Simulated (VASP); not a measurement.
Consider the following.

```
CELL_PARAMETERS angstrom
      1.33813    -2.31771     0.00000
      1.33813     2.31771     0.00000
      0.00000     0.00000     4.88472
ATOMIC_POSITIONS crystal
  Zn 0.33333 0.66667 0.25000
  Zn 0.66667 0.33333 0.75000
```

Computed with PW91 GGA, VASP's PBE PAW potentials (set 64) (plane waves; VASP). Numerical set-up: 520 eV cut-off, Gaussian smearing of 0.050 eV, potentials Zn.

Problem. Give the energies of bands 9 to 15 at the high-symmetry points, in eV from the Fermi level.

Solution. 
| band | Γ | M | K | A | L | H |
|---|---|---|---|---|---|---|
| 9 | -7.36 | -6.96 | -7.22 | -7.22 | -6.95 | -7.13 |
| 10 | -7.13 | -6.94 | -7.22 | -7.22 | -6.95 | -7.13 |
| 11 | -7.13 | -2.87 | -0.09 | -7.22 | -1.86 | 0.89 |
| 12 | -3.52 | -2.23 | -0.09 | -7.22 | -1.86 | 0.89 |
| 13 | -2.84 | 2.76 | 0.10 | 4.95 | 0.08 | 1.81 |
| 14 | 14.23 | 3.57 | 5.09 | 4.95 | 0.08 | 1.81 |
| 15 | 17.11 | 4.20 | 6.19 | 18.43 | 10.39 | 2.07 |

It has no gap at this level: it comes out as a metal or semimetal.

The compound is Zn in the hcp structure. It was relaxed first.
